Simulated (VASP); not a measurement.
These are r2SCAN+rVV10, VASP's PBE PAW potentials (set 64) (plane waves; VASP) values and carry that method's errors.

The input files of a VASP run:

**KPOINTS**
```
Automatic mesh
0
Gamma
17 17 17
0 0 0
```

### INCAR
```
! general
SYSTEM  =Cu
PREC    =Accurate
ENCUT   =520
LREAL   =.FALSE.
LASPH   =.TRUE.

! electronic loop
EDIFF   =1E-7
NELM    =100
ALGO    =Normal
LMAXMIX =4
LMIXTAU =.TRUE.

! smearing
ISMEAR  =1
SIGMA   =0.1

! functional
METAGGA =R2SCAN
LUSE_VDW=.TRUE.
BPARAM  =11.95
CPARAM  =0.0093

! ions
ISIF    =2

! output
LWAVE   =.FALSE.
LCHARG  =.FALSE.
```

File POSCAR:
```
Cu
1.7667620
  0.0000000000   1.0000002016   1.0000002016
  1.0000002016   0.0000000000   1.0000002016
  1.0000002016   1.0000002016   0.0000000000
Cu
1
direct
  0.0000000000   0.0000000000   0.0000000000
```

POTCAR, in this order: Cu (PBE.64 set). Program: vasp_std.

The resulting files:

OUTCAR:
```
 ion  position               nearest neighbor table
   1  0.000  0.000  0.000-
  LATTYP: Found a face centered cubic cell.
 ALAT       =     3.5335247124
 Subroutine PRICEL returns:
 Original cell was already a primitive cell.
 Subroutine GETGRP returns: Found 48 space group operations
The static configuration has the point symmetry O_h .
The dynamic configuration has the point symmetry O_h .
 Subroutine INISYM returns: Found 48 space group operations
 Subroutine IBZKPT returns following result:
 Found    165 irreducible k-points:

 Following reciprocal coordinates:
            Coordinates               Weight
  0.000000  0.000000  0.000000      1.000000
  0.058824  0.000000  0.000000      8.000000
  0.117647  0.000000  0.000000      8.000000
  0.176471  0.000000  0.000000      8.000000
  0.235294  0.000000  0.000000      8.000000
  0.294118  0.000000  0.000000      8.000000
  0.352941  0.000000  0.000000      8.000000
  0.411765  0.000000  0.000000      8.000000
  0.470588  0.000000  0.000000      8.000000
  0.058824  0.058824  0.000000      6.000000
  0.117647  0.058824  0.000000     24.000000
  0.176471  0.058824  0.000000     24.000000
  0.235294  0.058824  0.000000     24.000000
  0.294118  0.058824  0.000000     24.000000
  0.352941  0.058824  0.000000     24.000000
  0.411765  0.058824  0.000000     24.000000
  0.470588  0.058824  0.000000     24.000000
 -0.470588  0.058824  0.000000     24.000000
 -0.411765  0.058824  0.000000     24.000000
 -0.352941  0.058824  0.000000     24.000000
 -0.294118  0.058824  0.000000     24.000000
 -0.235294  0.058824  0.000000     24.000000
 -0.176471  0.058824  0.000000     24.000000
 -0.117647  0.058824  0.000000     24.000000
 -0.058824  0.058824  0.000000     12.000000
  0.117647  0.117647  0.000000      6.000000
  0.176471  0.117647  0.000000     24.000000
  0.235294  0.117647  0.000000     24.000000
  0.294118  0.117647  0.000000     24.000000
  0.352941  0.117647  0.000000     24.000000
  0.411765  0.117647  0.000000     24.000000
  0.470588  0.117647  0.000000     24.000000
 -0.470588  0.117647  0.000000     24.000000
 -0.411765  0.117647  0.000000     24.000000
 -0.352941  0.117647  0.000000     24.000000
 -0.294118  0.117647  0.000000     24.000000
 -0.235294  0.117647  0.000000     24.000000
 -0.176471  0.117647  0.000000     24.000000
 -0.117647  0.117647  0.000000     12.000000
  0.176471  0.176471  0.000000      6.000000
   k-points           NKPTS =    165   k-points in BZ     NKDIM =    165   number of bands    NBANDS=      9
   number of dos      NEDOS =    301   number of ions     NIONS =      1
   total plane-waves  NPLWV =   8000
   dimension x,y,z NGX =    20 NGY =   20 NGZ =   20
   dimension x,y,z NGXF=    40 NGYF=   40 NGZF=   40
   ions per type =               1
   PREC   = accura    normal or accurate (medium, high low for compatibility)
   ISTART =      0    job   : 0-new  1-cont  2-samecut
   ICHARG =      2    charge: 1-file 2-atom 10-const
   ISPIN  =      1    spin polarized calculation?
   LNONCOLLINEAR =      F non collinear calculations
   LSORBIT =      F    spin-orbit coupling
   INIWAV =      1    electr: 0-lowe 1-rand  2-diag
   ENCUT  =  520.0 eV  38.22 Ry    6.18 a.u.   4.65  4.65  4.65*2*pi/ulx,y,z
   NELM   =    100;   NELMIN=  2; NELMDL= -5     # of ELM steps
   EDIFF  = 0.1E-06   stopping-criterion for ELM
   LREAL  =      F    real-space projection
   NLSPLINE    = F    spline interpolate recip. space projectors
   LMAXMIX     =    4 max onsite mixed and CHGCAR
   VOSKOWN=      0    Vosko Wilk Nusair interpolation
...
```

File OSZICAR:
```
       N       E                     dE             d eps       ncg     rms          rms(c)
DAV:   1     0.281409535362E+02    0.28141E+02   -0.58054E+03  3066   0.212E+03
DAV:   2    -0.126162746918E+02   -0.40757E+02   -0.38738E+02  3005   0.204E+02
DAV:   3    -0.130909476130E+02   -0.47467E+00   -0.47377E+00  3563   0.320E+01
DAV:   4    -0.130946781244E+02   -0.37305E-02   -0.37301E-02  3587   0.251E+00
DAV:   5    -0.130947306695E+02   -0.52545E-04   -0.52544E-04  3520   0.246E-01    0.802E+00
DAV:   6    -0.110784832922E+02    0.20162E+01   -0.27849E+01  3152   0.130E+02    0.554E+00
DAV:   7    -0.105441967874E+02    0.53429E+00   -0.57963E+00  3184   0.555E+01    0.653E-01
DAV:   8    -0.105339858544E+02    0.10211E-01   -0.67381E-02  3403   0.609E+00    0.808E-01
DAV:   9    -0.105303052049E+02    0.36806E-02   -0.11698E-01  3781   0.796E+00    0.801E-02
DAV:  10    -0.105308160949E+02   -0.51089E-03   -0.97058E-04  3472   0.491E-01    0.101E-01
DAV:  11    -0.105307930662E+02    0.23029E-04   -0.52921E-04  4056   0.423E-01    0.317E-02
DAV:  12    -0.105308125307E+02   -0.19464E-04   -0.23803E-04  3251   0.334E-01    0.173E-02
DAV:  13    -0.105308195939E+02   -0.70632E-05   -0.75250E-05  3384   0.165E-01    0.619E-03
DAV:  14    -0.105308210729E+02   -0.14791E-05   -0.12513E-06  3414   0.221E-02    0.276E-03
DAV:  15    -0.105308193565E+02    0.17164E-05   -0.11422E-06  3223   0.251E-02    0.343E-04
DAV:  16    -0.105308202549E+02   -0.89841E-06   -0.81535E-08  1740   0.408E-03    0.318E-04
DAV:  17    -0.105308201475E+02    0.10738E-06   -0.13018E-08  1535   0.253E-03    0.115E-04
DAV:  18    -0.105308201872E+02   -0.39626E-07   -0.46654E-09  1523   0.935E-04
   1 F= -.10530820E+02 E0= -.10530830E+02  d E =0.286956E-04
```

### OUTCAR
```
------------------------ aborting loop because EDIFF is reached ----------------------------------------
  FORCE on cell =-STRESS in cart. coord.  units (eV):
  Direction    XX          YY          ZZ          XY          YZ          ZX
  --------------------------------------------------------------------------------------
  Total        0.3531354      0.3531354      0.3531354     -0.0000000     -0.0000000     -0.0000000
  in kB       51.2964584     51.2964584     51.2964584     -0.0000000     -0.0000000     -0.0000000
  external PRESSURE =      51.2964584 kB  Pullay stress =       0.0000000 kB
  volume of cell :       11.03
      direct lattice vectors                 reciprocal lattice vectors
     0.000000000  1.766762356  1.766762356    -0.283003539  0.283003539  0.283003539
     1.766762356  0.000000000  1.766762356     0.283003539 -0.283003539  0.283003539
     1.766762356  1.766762356  0.000000000     0.283003539  0.283003539 -0.283003539
 POSITION                                       TOTAL-FORCE (eV/Angst)
 -----------------------------------------------------------------------------------
      0.00000      0.00000      0.00000         0.000000      0.000000     -0.000000
 -----------------------------------------------------------------------------------
    total drift:                               -0.000000     -0.000000     -0.000000
  FREE ENERGIE OF THE ION-ELECTRON SYSTEM (eV)
  ---------------------------------------------------
  free  energy   TOTEN  =       -10.5308201872 eV

  energy  without entropy=      -10.5308488828  energy(sigma->0) =      -10.53082975
```
(Selected blocks of OUTCAR.)

**OUTCAR**
```
 val. band max:        8.1921420218   @ k =   0.4706   0.1765   0.0000

 cond. band min:       8.3778362780   @ k =  -0.3529   0.1765   0.0000


 Fermi energy:         8.3707143239

 k-point     1 :       0.0000    0.0000    0.0000
  band No.  band energies     occupation
      1      -1.9875      2.00000
      2       4.8878      2.00000
      3       4.8878      2.00000
      4       4.8878      2.00000
      5       5.7975      2.00000
      6       5.7975      2.00000
      7      32.1894      0.00000
      8      35.7730      0.00000
      9      35.7731      0.00000

 k-point     2 :       0.0588    0.0000    0.0000
  band No.  band energies     occupation
      1      -1.8498      2.00000
      2       4.8564      2.00000
      3       4.9148      2.00000
      4       4.9148      2.00000
      5       5.7866      2.00000
      6       5.7866      2.00000
      7      31.5460      0.00000
      8      34.0493      0.00000
      9      35.3227      0.00000

 k-point     3 :       0.1176    0.0000    0.0000
  band No.  band energies     occupation
      1      -1.4424      2.00000
      2       4.7720      2.00000
      3       4.9829      2.00000
      4       4.9829      2.00000
      5       5.7658      2.00000
      6       5.7658      2.00000
      7      28.9789      0.00000
      8      33.1652      0.00000
      9      34.5515      0.00000

 k-point     4 :       0.1765    0.0000    0.0000
  band No.  band energies     occupation
      1      -0.7844      2.00000
      2       4.6645      2.00000
      3       5.0509      2.00000
      4       5.0510      2.00000
      5       5.7739      2.00000
      6       5.7739      2.00000
      7      25.7702      0.00000
      8      32.7898      0.00000
      9      33.8514      0.00000

 k-point     5 :       0.2353    0.0000    0.0000
  band No.  band energies     occupation
      1       0.0801      2.00000
      2       4.5892      2.00000
      3       5.0640      2.00000
...
```

The compound is Cu in the fcc structure. This cell is one point of a volume scan, at 0.97 of the reference volume.
